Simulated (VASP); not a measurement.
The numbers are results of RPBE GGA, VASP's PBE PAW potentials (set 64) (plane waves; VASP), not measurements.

A VASP calculation is set up with these files.

**INCAR**
```
ALGO  =  Normal
EDIFF  =  1E-6
EDIFFG  =  -0.01
ENCUT  =  520
GGA  =  RP
IBRION  =  2
ISIF  =  3
ISMEAR  =  1
LASPH  =  .TRUE.
LCHARG  =  .FALSE.
LMAXMIX  =  4
LREAL  =  .FALSE.
LWAVE  =  .FALSE.
NELM  =  100
NSW  =  60
PREC  =  Accurate
SIGMA  =  0.1
SYSTEM  =  Pd
```

KPOINTS:
```
Automatic mesh
0
Gamma
14 14 14
0 0 0
```

### POSCAR
```
Pd
1
    0.0000000000     1.9899949148     1.9899949148
    1.9899949148     0.0000000000     1.9899949148
    1.9899949148     1.9899949148     0.0000000000
Pd
1
Direct
  0.0000000000   0.0000000000   0.0000000000
```

POTCAR, in this order: Pd (PBE.64 set). Program: vasp_std.

**Question.** What does the run give for the energy per atom (σ→0), band gap (on the k-mesh)?

**Answer.** 
| Quantity | Result |
|---|---|
| energy per atom (σ→0) | -4617 meV/atom |
| band gap (on the k-mesh) | none (metal, semimetal or under 0.01 eV) |

OSZICAR:
```
...
DAV:   5    -0.483157986795E+01   -0.23939E-04   -0.23938E-04  2155   0.138E-01    0.618E+00
DAV:   6    -0.462536293848E+01    0.20622E+00   -0.10391E+00  1915   0.959E+00    0.323E+00
DAV:   7    -0.461962218893E+01    0.57407E-02   -0.21534E-03  2020   0.551E-01    0.180E+00
DAV:   8    -0.461714345602E+01    0.24787E-02   -0.98185E-04  1966   0.277E-01    0.234E-02
DAV:   9    -0.461715415297E+01   -0.10697E-04   -0.85838E-06  2286   0.331E-02    0.107E-02
DAV:  10    -0.461715699443E+01   -0.28415E-05   -0.16866E-06  2045   0.164E-02    0.131E-03
DAV:  11    -0.461715690927E+01    0.85162E-07   -0.18483E-08  1012   0.122E-03
   1 F= -.46171569E+01 E0= -.46165892E+01  d E =-.461716E+01
```

The compound is Pd in the fcc structure. It was relaxed first, which changed the volume by +7 %. The start is the result of an earlier pass.
